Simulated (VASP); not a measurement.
Write the native input for VASP 6.6.1 that does the following.

```
Task                   : relaxation of cell and atoms
Functional             : PBEsol
Potentials or basis    : VASP PAW PBE potentials, release 64 (Cs_sv, Si)
Cutoff                 : 600 eV
k mesh                 : 6 × 6 × 3
Occupations            : fermi-dirac, width 0.05 eV
Spin                   : no spin polarisation
Target pressure        : 30 GPa
Further INCAR settings : ALGO = Fast; EDIFF = 1e-06; IBRION = 2; EDIFFG = -0.01; NSW = 40; ISIF = 3
Target pressure        : 30 GPa
```

The structure of CsSi3 lies in POSCAR:

```
CsSi3
1.0
    4.0788500000      0.0000000000      0.0000000000
   -2.0394200000      3.5323900000      0.0000000000
    0.0000000000      0.0000000000      7.5518000000
Cs Si
1 3
Direct
    0.0000000000      0.0000000000      0.5000000000
    0.0000000000      0.0000000000      0.0000000000
    0.3333300000      0.6666700000      0.1090400000
    0.6666700000      0.3333300000      0.8909600000
```

The cell was built by a generator and needn't be a form met in nature.

These files were run (other wordings do the same):

INCAR

```
PREC     = Accurate       # precision mode
ENCUT    = 600            # plane-wave cutoff, eV
EDIFF    = 1E-6           # SCF threshold, eV
ISMEAR   = -1             # smearing method
SIGMA    = 0.05           # smearing width, eV
LREAL    = False          # projectors in reciprocal space
LASPH    = True           # aspherical terms in the spheres
NELM     = 80             # most SCF steps
ALGO     = Fast           # electronic algorithm
ISIF     = 3              # what is computed and relaxed
LWAVE    = False          # write WAVECAR
LCHARG   = False          # write CHGCAR
GGA      = PS             # functional
IBRION   = 2              # ionic algorithm
NSW      = 40             # ionic steps
EDIFFG   = -0.01          # ionic threshold
PSTRESS  = 300
```

KPOINTS

```
regular mesh
0
Gamma
  6 6 3
```

Potentials or basis: VASP PAW PBE potentials, release 64 (Cs_sv, Si).

Command:

```sh
$ cat potpaw_PBE.64/Cs_sv/POTCAR potpaw_PBE.64/Si/POTCAR > POTCAR
$ mpirun -np 1 vasp_std > vasp.out
```

Results of the run:

| Quantity | Value |
| --- | --- |
| Relaxed volume | 16.25 Å³/atom |
| Relaxed cell | a = 2.922 Å, b = 2.922 Å, c = 8.792 Å, α = 90.00°, β = 90.00°, γ = 120.02° |
| Space group after relaxing (to 0.05 Å) | P-3m1 (No. 164) |
| Energy change on relaxing (the enthalpy is what falls) | +696.6 meV/atom |
| Ionic steps | 37 |
| Pressure after relaxing | 30.0 GPa |
| Largest force after relaxing | 0.006 eV/Å |
| Band gap on the k mesh | none (metal or under the smearing width) |

Caveat: the cell is relaxed towards a set pressure, so the enthalpy falls and the energy may rise; the volume moved by over 15 % at a fixed basis, so the end points are rough; the PAW data sets were made with another functional, which shifts forces and pressure a little.

Run time: 20 min on 1 thread of Intel(R) Xeon(R) Platinum 8488C (Sapphire Rapids), with other jobs on the host, peak memory 0.33 GiB.
